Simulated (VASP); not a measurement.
Output of a VASP run:

### OSZICAR
```
       N       E                     dE             d eps       ncg     rms          rms(c)
DAV:   1     0.986299737729E+02    0.98630E+02   -0.90834E+03  1728   0.134E+03
DAV:   2    -0.213812511678E+02   -0.12001E+03   -0.11468E+03  2040   0.336E+02
DAV:   3    -0.258847942729E+02   -0.45035E+01   -0.44164E+01  2124   0.631E+01
DAV:   4    -0.259366443040E+02   -0.51850E-01   -0.51751E-01  2004   0.696E+00
DAV:   5    -0.259373895347E+02   -0.74523E-03   -0.74457E-03  2208   0.619E-01    0.254E+01
DAV:   6    -0.228994231092E+02    0.30380E+01   -0.15288E+01  1996   0.351E+01    0.998E+00
DAV:   7    -0.227424808796E+02    0.15694E+00   -0.70757E-01  1940   0.775E+00    0.722E+00
DAV:   8    -0.227133268251E+02    0.29154E-01   -0.10706E-01  2000   0.329E+00    0.100E+00
DAV:   9    -0.227095633647E+02    0.37635E-02   -0.14331E-02  2028   0.958E-01    0.233E-01
DAV:  10    -0.227095506010E+02    0.12764E-04   -0.60242E-04  2112   0.291E-01    0.904E-02
DAV:  11    -0.227095320482E+02    0.18553E-04   -0.49327E-05  2036   0.651E-02    0.186E-02
DAV:  12    -0.227095313899E+02    0.65831E-06   -0.80987E-06  2128   0.247E-02
   1 F= -.22709531E+02 E0= -.22709025E+02  d E =-.227095E+02
       N       E                     dE             d eps       ncg     rms          rms(c)
DAV:   1    -0.227097497932E+02   -0.21774E-03   -0.74479E-03  1904   0.115E+00    0.164E-01
DAV:   2    -0.227095518131E+02    0.19798E-03   -0.31482E-04  1812   0.188E-01    0.634E-02
DAV:   3    -0.227095075316E+02    0.44282E-04   -0.13347E-04  1976   0.128E-01    0.115E-02
DAV:   4    -0.227095071295E+02    0.40213E-06   -0.18949E-06  1496   0.162E-02
   2 F= -.22709507E+02 E0= -.22709000E+02  d E =0.242604E-04
       N       E                     dE             d eps       ncg     rms          rms(c)
DAV:   1    -0.227096559509E+02   -0.14842E-03   -0.36909E-03  1888   0.807E-01    0.116E-01
DAV:   2    -0.227095589348E+02    0.97016E-04   -0.15596E-04  1796   0.132E-01    0.456E-02
DAV:   3    -0.227095376248E+02    0.21310E-04   -0.64888E-05  1940   0.899E-02    0.768E-03
DAV:   4    -0.227095378353E+02   -0.21051E-06   -0.93017E-07  1336   0.114E-02
   3 F= -.22709538E+02 E0= -.22709031E+02  d E =-.644539E-05
```

**OUTCAR**
```
------------------------ aborting loop because EDIFF is reached ----------------------------------------
  FORCE on cell =-STRESS in cart. coord.  units (eV):
  Direction    XX          YY          ZZ          XY          YZ          ZX
  --------------------------------------------------------------------------------------
  Total       -0.0012603     -0.0012603     -0.0012603      0.0000000      0.0000000      0.0000000
  in kB       -0.0769154     -0.0769154     -0.0769154      0.0000000      0.0000000      0.0000000
  external PRESSURE =      -0.0769154 kB  Pullay stress =       0.0000000 kB
  volume of cell :       26.25
      direct lattice vectors                 reciprocal lattice vectors
     0.000000000  2.358906848  2.358906848    -0.211962588  0.211962588  0.211962588
     2.358906848  0.000000000  2.358906848     0.211962588 -0.211962588  0.211962588
     2.358906848  2.358906848 -0.000000000     0.211962588  0.211962588 -0.211962588
 POSITION                                       TOTAL-FORCE (eV/Angst)
 -----------------------------------------------------------------------------------
      0.00000      0.00000      0.00000         0.000000      0.000000     -0.000000
      1.17945      1.17945      1.17945        -0.000000     -0.000000      0.000000
 -----------------------------------------------------------------------------------
    total drift:                               -0.000000     -0.000000     -0.000000
  FREE ENERGIE OF THE ION-ELECTRON SYSTEM (eV)
  ---------------------------------------------------
  free  energy   TOTEN  =       -22.7095378353 eV

  energy  without entropy=      -22.7080175843  energy(sigma->0) =      -22.70903108

 reached required accuracy - stopping structural energy minimisation
```
(Selected blocks of OUTCAR.)

### POSCAR
```
TaN
1
   -0.0000000000     2.3584893054     2.3584893054
    2.3584893054    -0.0000000000     2.3584893054
    2.3584893054     2.3584893054     0.0000000000
Ta N
1 1
Direct
  0.0000000000   0.0000000000   0.0000000000
  0.2500000000   0.2500000000   0.2500000000
```

Problem. Reconstruct the remaining input files.

Solution. One answer among several that fit: the input of the run itself, PBEsol GGA, plane waves, VASP's PBE PAW potentials (set 64).

File KPOINTS:
```
Automatic mesh
0
G
12 12 12
```

### INCAR
```
! general
SYSTEM  = TaN
PREC    = Accurate
ENCUT   = 520
LREAL   = F
LASPH   = T   ! aspherical one-centre terms

! electronic loop
EDIFF   = 1E-6
NELM    = 100   ! most electronic steps
ALGO    = Normal   ! blocked Davidson
LMAXMIX = 6   ! l cut-off of mixed one-centre charges

! smearing
ISMEAR  = 1   ! Methfessel-Paxton
SIGMA   = 0.1

! functional
GGA     = PS

! ions
IBRION  = 2
NSW     = 60
ISIF    = 3   ! ions, shape and volume
EDIFFG  = -0.01   ! ionic stop

! output
LWAVE   = F
LCHARG  = F
```

POTCAR, in this order: Ta_pv N (PBE.64 set). Program: vasp_std.

The structure was generated: TaN was put into the zinc blende type (F-43m), which need not be its known phase. This run relaxes it. Symmetry was kept, so distortions that lower it aren't found. The start is the result of an earlier pass.
